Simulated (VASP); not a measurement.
Input of a VASP 6.6.1 run:

Contents of INCAR:

```
PREC = Accurate
ENCUT = 600
EDIFF = 1E-7
ISMEAR = 1
SIGMA = 0.15
LREAL = F
LASPH = T
NELM = 60
ALGO = Fast
ISIF = 3
LWAVE = F
LCHARG = F
GGA = PS
IBRION = 2
NSW = 40
EDIFFG = -0.01
```

KPOINTS

```
Automatic mesh
0
Gamma
  20 20 20
```

The input POSCAR:

```
Pt
1.0
    0.0000000000      1.9700000000      1.9700000000
    1.9700000000      0.0000000000      1.9700000000
    1.9700000000      1.9700000000      0.0000000000
Pt
1
Direct
    0.0000000000      0.0000000000      0.0000000000
```

Potentials or basis: VASP PAW PBE potentials, release 64 (Pt).

Command:

```bash
$ cat potpaw_PBE.64/Pt/POTCAR > POTCAR
$ mpirun -np 1 vasp_std > vasp.out
```

Q: Predict the relaxed volume.

A: 15.02 Å³/atom.

Q: What does it give for the space group after relaxing (to 0.05 Å)?

A: Fm-3m (No. 225).

Q: Estimate the band gap on the k mesh.

A: None (metal or under the smearing width).

Q: Estimate the relaxed cell.

A: a = 2.770 Å, b = 2.770 Å, c = 2.770 Å, α = 60.00°, β = 60.00°, γ = 60.00°.

Step by step:
```
step  energy change (eV)  largest force (eV/Å)  pressure (GPa)  volume (Å³)
   1              0.0000                0.0000           -4.98        15.29
   2              0.0337                0.0000           17.14        14.26
   3             -0.0044                0.0000           -0.10        15.02
```

Caveat: the PAW data sets were made with another functional, which shifts forces and pressure a little. The run has no spin-orbit coupling, so splittings on Pt are missing.
